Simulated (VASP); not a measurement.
Here is the system:

```
HfGe
1.0
    3.32123     0.00000     0.00000
    0.00000     3.32123     0.00000
    0.00000     0.00000     3.32123
Hf Ge
1 1
Cartesian
  0.00000   0.00000   0.00000
  1.66062   1.66062   1.66062
```

All values below come from r2SCAN meta-GGA, VASP's PBE PAW potentials (set 64) (plane waves; VASP). Run with 400 eV cut-off, 12×12×12 Γ-centred mesh, tetrahedra with Blöchl corrections, potentials Hf_pv Ge_d.

Give the energies of bands 9 to 15 at the high-symmetry points, in eV from the Fermi level.

```tsv
band	Γ	X	M	R
9	-12.29	-9.39	-8.89	-5.95
10	-1.65	-6.87	-3.37	-4.73
11	-1.65	-0.64	-3.37	-4.73
12	1.97	-0.43	-1.91	-4.73
13	1.97	-0.43	1.88	3.87
14	1.97	4.33	1.88	3.87
15	3.99	5.50	4.32	3.87
```

It has no gap at this level: it comes out as a metal or semimetal.

The structure was generated: HfGe was put into the CsCl type (Pm-3m), which need not be its known phase. It was relaxed first.
